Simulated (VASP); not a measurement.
Crystal: NiMoIrPdW.

```
CELL_PARAMETERS angstrom
4.24486 0.00000 0.00000
-2.12243 3.67616 0.00000
0.00000 0.00000 5.64872
ATOMIC_POSITIONS crystal
Ni 0.00000 0.00000 0.50000
Mo 0.66667 0.33333 0.50000
Pd 0.33333 0.66667 0.00000
Ir 0.33333 0.66667 0.50000
W 0.00000 0.00000 0.00000
```

The cell was built by a generator and needn't be a form met in nature.

- Program: VASP 6.6.1
- Task: relaxation of cell and atoms
- Functional: PBE
- Potentials or basis: VASP PAW PBE potentials, release 64 (Ni, Mo_sv, Pd, Ir, W_sv)
- Cutoff: 520 eV
- k mesh: 5 × 5 × 3
- Occupations: gaussian, width 0.15 eV
- Spin: collinear spin, ferromagnetic start
- Starting moments: [1.0, 1.0, 0.0, 0.6, 0.0] μB

At the start: pressure 5.3 GPa; volume 17.63 Å³/atom.

Question: How do energy, volume and symmetry change on relaxing?

Answer: Over 8 steps the energy falls by 251.2 meV/atom and the volume is 17.06 Å³/atom (-3.2 %); space group P-6m2 (No. 187, to 0.05 Å); moment 0.00 μB per cell.

Step by step:
```
step  energy change (eV)  largest force (eV/Å)  pressure (GPa)  volume (Å³)
   1              0.0000                0.0000            5.31        88.15
   2             -0.1386                0.0000          -15.23        94.01
   3             -0.9932                0.0000          -11.25        91.54
   4             -0.5330                0.0000           18.48        78.87
   5             -1.2292                0.0000           -3.25        86.52
   6             -1.2299                0.0000           -2.82        86.32
   7             -1.2236                0.0000            3.13        84.16
   8             -1.2561                0.0000           -0.10        85.29
```

Final structure:
```
Ni Mo Pd Ir W
1.0
     4.40704    0.00000    0.00000
    -2.20352    3.81661    0.00000
     0.00000    0.00000    5.07057
Ni Mo Pd Ir W
1 1 1 1 1
Cartesian
  0.0000 0.0000 2.5353
  2.2035 1.2722 2.5353
  0.0000 2.5444 0.0000
  0.0000 2.5444 2.5353
  -2.2035 3.8166 5.0706
```

Caveat: the k mesh is coarse (spacing up to 0.37 Å⁻¹), so the values aren't converged.
